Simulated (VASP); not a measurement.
# BaZnPF (P4/nmm) in VASP: single point with PBE

Aim: the single point of BaZnPF with PBE.

Program: VASP 6.6.1. These are calculated values, not measurements. Logs are shortened: lines on timing, memory, paths and dates and some standing lists are left out, and cuts for length are marked.

## Step 1: Starting point

The structure is tetragonal, space group P4/nmm (No. 129). Conventional cell: a = 4.208 Å, b = 4.208 Å, c = 9.575 Å, α = 90.00°, β = 90.00°, γ = 90.00°. Around Ba (site symmetry 4mm) lie 4 F at 2.65 Å. Zn (site symmetry -4m2) is surrounded by 4 P at 2.54 Å. P (site symmetry 4mm) is surrounded by 4 Zn at 2.54 Å. Around F (site symmetry -4m2) lie 4 Ba at 2.65 Å and 4 F at 2.98 Å.

## Step 2: Single point, PBE

Contents of INCAR:

```
SYSTEM = BaZnPF
ALGO = Fast ; EDIFF = 1E-6
ENCUT = 520 ; GGA = PE
ISIF = 2 ; ISMEAR = -1
LASPH = .True. ; LCHARG = .False.
LREAL = .False. ; LWAVE = .False.
NBANDS = 44 ; NELM = 60
PREC = Accurate ; SIGMA = 0.1
```

Contents of KPOINTS:

```
k-points
0
Gamma
  6 6 3
  0 0 0
```

Contents of POSCAR:

```
BaZnPF
1.0
    4.2080580000      0.0000000000      0.0000000000
    0.0000000000      4.2080580000      0.0000000000
    0.0000000000      0.0000000000      9.5751110000
Ba Zn P F
2 2 2 2
Direct
    0.2500000000      0.2500000000      0.3317700000
    0.7500000000      0.7500000000      0.6682300000
    0.2500000000      0.7500000000      0.0000000000
    0.7500000000      0.2500000000      0.0000000000
    0.7500000000      0.7500000000      0.1491000000
    0.2500000000      0.2500000000      0.8509000000
    0.2500000000      0.7500000000      0.5000000000
    0.7500000000      0.2500000000      0.5000000000
```

Potentials or basis: VASP PAW PBE potentials, release 64 (Ba_sv, Zn, P, F).

The run is started by

```sh
$ cat potpaw_PBE.64/Ba_sv/POTCAR potpaw_PBE.64/Zn/POTCAR potpaw_PBE.64/P/POTCAR potpaw_PBE.64/F/POTCAR > POTCAR
$ mpirun -np 1 vasp_std > vasp.out
```

OUTCAR:

```text
SYSTEM = BaZnPF
   EDIFF = 1E-6
   ENCUT = 520
   GGA = PE
   ISIF = 2
   ISMEAR = -1
   LASPH = .True.
   LREAL = .False.
   NELM = 60
   PREC = Accurate

 ion  position               nearest neighbor table
   1  0.250  0.250  0.332-   7 2.65   8 2.65   7 2.65   8 2.65   5 3.45   5 3.45   5 3.45   5 3.45
                             4 3.81   3 3.81   4 3.81   3 3.81   2 4.39   2 4.39   2 4.39   2 4.39
   2  0.750  0.750  0.668-   7 2.65   8 2.65   8 2.65   7 2.65   6 3.45   6 3.45   6 3.45   6 3.45
                             3 3.81   4 3.81   4 3.81   3 3.81   1 4.39   1 4.39   1 4.39   1 4.39
   3  0.250  0.750  0.000-   5 2.54   6 2.54   6 2.54   5 2.54   4 2.98   4 2.98   4 2.98   4 2.98
                             2 3.81   1 3.81   2 3.81   1 3.81
   4  0.750  0.250  0.000-   5 2.54   6 2.54   5 2.54   6 2.54   3 2.98   3 2.98   3 2.98   3 2.98
                             1 3.81   2 3.81   2 3.81   1 3.81
   5  0.750  0.750  0.149-   3 2.54   4 2.54   4 2.54   3 2.54   1 3.45   1 3.45   1 3.45   1 3.45

   6  0.250  0.250  0.851-   3 2.54   4 2.54   3 2.54   4 2.54   2 3.45   2 3.45   2 3.45   2 3.45

   7  0.250  0.750  0.500-   1 2.65   2 2.65   1 2.65   2 2.65
   8  0.750  0.250  0.500-   1 2.65   2 2.65   2 2.65   1 2.65

  LATTYP: Found a simple tetragonal cell.
 ALAT       =     4.2080580000
 C/A-ratio  =     2.2754227722

  Lattice vectors:

 A1 = (   4.2080580000,   0.0000000000,   0.0000000000)
 A2 = (   0.0000000000,   4.2080580000,   0.0000000000)
 A3 = (   0.0000000000,   0.0000000000,   9.5751110000)

Analysis of symmetry for initial positions (statically):
=====================================================================
 Subroutine PRICEL returns:
 Original cell was already a primitive cell.

 Routine SETGRP: Setting up the symmetry group for a
 simple tetragonal supercell.

 Subroutine GETGRP returns: Found 16 space group operations
 (whereof  4 operations were pure point group operations)
 out of a pool of 16 trial point group operations.

The static configuration has the point symmetry C_2h.
 The point group associated with its full space group is D_4h.

Analysis of symmetry for dynamics (positions and initial velocities):
=====================================================================
 Subroutine PRICEL returns:
 Original cell was already a primitive cell.

 Routine SETGRP: Setting up the symmetry group for a
 simple tetragonal supercell.

 Subroutine GETGRP returns: Found 16 space group operations
 (whereof  4 operations were pure point group operations)
 out of a pool of 16 trial point group operations.

The dynamic configuration has the point symmetry C_2h.
[... 116 lines left out ...]
   TEBEG  =    0.0;   TEEND  =   0.0 temperature during run
   PSTRESS=    0.0 pullay stress
   NELECT =      68.0000    total number of electrons
   NUPDOWN=      -1.0000    fix difference up-down
   EMIN   =  10.00;   EMAX   =-10.00  energy-range for DOS
   EFERMI =   0.00;   METHOD = LEGACY
   ISMEAR =    -1;   SIGMA  =   0.10  broadening in eV -4-tet -1-fermi 0-gaus
   EFERMI_NEDOS =   21; number of points for ismear=-14 and -15
   IALGO  =     68    algorithm
   IMIX   =      4    mixing-type and parameters
     AMIX     =   0.40;   BMIX     =  1.00
     AMIX_MAG =   1.60;   BMIX_MAG =  1.00
  volume/ion in A,a.u.               =      21.19       143.03
  Fermi-wavevector in a.u.,A,eV,Ry     =   1.207282  2.281432 19.830897  1.457530
  Thomas-Fermi vector in A             =   2.342924
   LORBIT       =      0    0 simple, 1 ext, 2 COOP (PROOUT), +10 PAW based schemes
   GGA     = PE    functional components
   LHFCALC =     F    Hartree Fock is set to
   AEXX    =    0.0000 exact exchange contribution
   IVDW    =     0    specifies the selected vdW correction
   LEPSILON=     F    determine dielectric tensor
   LRPA    =     F    only Hartree local field effects (RPA)
 non-spin polarized calculation
 RMM-DIIS sequential band-by-band and
  energy-cutoff  :      520.00
  volume of cell :      169.55
 maximum number of plane-waves:      4588
 NGX is ok and might be reduce to    32
   NGX = 15   NGY = 15   NGZ = 35

 number of electron      68.0000021 magnetization

 Free energy of the ion-electron system (eV)
  ---------------------------------------------------
  ext. energy  EPLUGINS =         0.00000000
  ---------------------------------------------------
  free energy    TOTEN  =       -35.40424231 eV

  energy without entropy =      -35.39799634  energy(sigma->0) =      -35.40111932

 E-fermi :   3.3052     XC(G=0):  -9.5556

 val. band max:        2.9855252857   @ k =   0.0000   0.0000   0.0000
 cond. band min:       3.4352549661   @ k =   0.0000   0.0000   0.0000
 fundamental gap:      0.4497296805
 Fermi energy:         3.3052403342

 k-point     1 :       0.0000    0.0000    0.0000
  band No.  band energies     occupation
      1     -24.4596      2.00000
      2     -24.2974      2.00000
      3     -20.4136      2.00000
      4     -20.2730      2.00000
      5      -9.5923      2.00000
      6      -9.5417      2.00000
[... 929 lines left out ...]
     43       9.9768      0.00000
     44       9.9982      0.00000

------------------------ aborting loop because EDIFF is reached ----------------------------------------

  FORCE on cell =-STRESS in cart. coord.  units (eV):
  Direction    XX          YY          ZZ          XY          YZ          ZX
  --------------------------------------------------------------------------------------
  -------------------------------------------------------------------------------------
  Total       -0.7156424     -0.7156424     -0.5152481      0.0000000     -0.0000000      0.0000000
  in kB       -6.7623772     -6.7623772     -4.8687754      0.0000000     -0.0000000      0.0000000
  external PRESSURE =      -6.1311766 kB  Pullay stress =       0.0000000 kB

 VOLUME and BASIS-vectors are now :
 -----------------------------------------------------------------------------
  energy-cutoff  :      520.00
  volume of cell :      169.55
      direct lattice vectors                 reciprocal lattice vectors
     4.208058000  0.000000000  0.000000000     0.237639310  0.000000000  0.000000000
     0.000000000  4.208058000  0.000000000     0.000000000  0.237639310  0.000000000
     0.000000000  0.000000000  9.575111000     0.000000000  0.000000000  0.104437432

 POSITION                                       TOTAL-FORCE (eV/Angst)
 -----------------------------------------------------------------------------------
      1.05201      1.05201      3.17673        -0.000000      0.000000     -0.102330
      3.15604      3.15604      6.39838        -0.000000      0.000000      0.102330
      1.05201      3.15604      0.00000         0.000000     -0.000000      0.000000
      3.15604      1.05201      0.00000        -0.000000      0.000000      0.000000
      3.15604      3.15604      1.42765        -0.000000      0.000000     -0.161761
      1.05201      1.05201      8.14746         0.000000      0.000000      0.161761
      1.05201      3.15604      4.78756         0.000000      0.000000      0.000000
      3.15604      1.05201      4.78756        -0.000000      0.000000      0.000000
 -----------------------------------------------------------------------------------
    total drift:                                0.000000     -0.000000      0.000000

  FREE ENERGIE OF THE ION-ELECTRON SYSTEM (eV)
  ---------------------------------------------------
  free  energy   TOTEN  =       -35.4042423095 eV

  energy  without entropy=      -35.3979963361  energy(sigma->0) =      -35.40111932
```

OSZICAR:

```text
N       E                     dE             d eps       ncg     rms          rms(c)
DAV:   1     0.654367199051E+03    0.65437E+03   -0.30626E+04  1760   0.161E+03
DAV:   2     0.476424358189E+02   -0.60672E+03   -0.57200E+03  1916   0.396E+02
DAV:   3    -0.343028990236E+02   -0.81945E+02   -0.81070E+02  1988   0.157E+02
[... 13 lines left out ...]
RMM:  17    -0.354042321844E+02   -0.86559E-05   -0.89515E-05  2545   0.222E-02    0.460E-03
RMM:  18    -0.354042375385E+02   -0.53541E-05   -0.55609E-05  2173   0.154E-02    0.129E-03
RMM:  19    -0.354042402404E+02   -0.27019E-05   -0.25428E-05  1775   0.102E-02    0.192E-03
RMM:  20    -0.354042415454E+02   -0.13049E-05   -0.14808E-05  1671   0.773E-03    0.999E-04
RMM:  21    -0.354042423095E+02   -0.76415E-06   -0.73606E-06  1503   0.564E-03
   1 F= -.35404242E+02 E0= -.35401119E+02  d E =-.624597E-02
```

stdout:

```text
POSCAR found type information on POSCAR BaZnP F
 POSCAR found :  4 types and       8 ions
 scaLAPACK will be used
 LDA part: xc-table for (Slater+PW92), standard interpolation
 POSCAR, INCAR and KPOINTS ok, starting setup
 FFT: planning ... GRIDC
 FFT: planning ... GRID_SOFT
 FFT: planning ... GRID
 WAVECAR not read
 entering main loop
WARNING in EDDRMM: call to ZHEGV failed, returncode =   8  4     32
WARNING in EDDRMM: call to ZHEGV failed, returncode =   8  4     37
WARNING in EDDRMM: call to ZHEGV failed, returncode =   6  3     39
```

Wall time 1.7 min (1 thread of AMD EPYC 9R45 (Zen 5), shared host); peak memory 0.32 GiB.

What came out:

- Free energy: -35.4042 eV
- Pressure: -0.6 GPa
- Largest force: 0.162 eV/Å
- Band gap on the k mesh: 0.45 eV, direct

Forces in eV/Å, atoms in the order of the input:
```
Ba   0.000  0.000 -0.102
Ba   0.000  0.000  0.102
Zn   0.000  0.000  0.000
Zn   0.000  0.000  0.000
P    0.000  0.000 -0.162
P    0.000  0.000  0.162
F    0.000  0.000  0.000
F    0.000  0.000  0.000
```

Stress tensor (GPa, compression positive):
```
-0.68  0.00  0.00
 0.00 -0.68  0.00
 0.00  0.00 -0.49
```

Caveat: spin-orbit coupling is left out, which moves the levels of the heavy elements; an odd mesh through Γ misses points on the zone boundary, where band edges often lie.
